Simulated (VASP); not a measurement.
Given:

```
PtS2
1.0
    1.73272    -3.00116     0.00000
    1.73272     3.00116     0.00000
    0.00000     0.00000     5.75362
Pt S
1 2
Direct
  0.00000   0.00000   0.00000
  0.33333   0.66667   0.21042
  0.66667   0.33333   0.78958
```

Method: revTPSS meta-GGA, VASP's PBE PAW potentials (set 64) (plane waves; VASP 6.6.1). Numerical set-up: 520 eV cut-off, 7×7×4 Γ-centred mesh, Gaussian smearing of 0.050 eV, potentials Pt S.

Without a dispersion term in the relaxation, distances and binding between the weakly bound layers, chains or molecules are unreliable, and so is what depends on them.

The ions and cell shape at fixed volume are relaxed. Predict the relaxed structure.

```
PtS2
1.0
    1.76963    -3.06509     0.00000
    1.76963     3.06509     0.00000
    0.00000     0.00000     5.51613
Pt S
1 2
Direct
  0.00000   0.00000   0.00000
  0.33333   0.66667   0.22348
  0.66667   0.33333   0.77652
```
Space group P-3m1 (164), at a tolerance of 0.03 Å.

How much energy does the relaxation gain?

The energy (σ→0) changes by -30.7 meV/atom, in 6 ionic steps.

```json
[
 {"step": "1", "E(σ→0) (eV)": "23.4348", "max force (eV/Å)": "0.944", "pressure (GPa)": "8.66", "volume (Å³)": "59.84"},
 {"step": "2", "E(σ→0) (eV)": "23.3646", "max force (eV/Å)": "0.319", "pressure (GPa)": "4.09", "volume (Å³)": "59.84"},
 {"step": "3", "E(σ→0) (eV)": "23.3500", "max force (eV/Å)": "0.151", "pressure (GPa)": "0.64", "volume (Å³)": "59.84"},
 {"step": "4", "E(σ→0) (eV)": "23.3498", "max force (eV/Å)": "0.105", "pressure (GPa)": "0.99", "volume (Å³)": "59.84"},
 {"step": "5", "E(σ→0) (eV)": "23.3443", "max force (eV/Å)": "0.045", "pressure (GPa)": "0.70", "volume (Å³)": "59.84"},
 {"step": "6", "E(σ→0) (eV)": "23.3426", "max force (eV/Å)": "0.009", "pressure (GPa)": "0.41", "volume (Å³)": "59.84"}
]
```

The compound is PtS2 in the 1T layered structure. This cell is one point of a volume scan, at 0.94 of the reference volume. Symmetry was kept, so distortions that lower it aren't found.
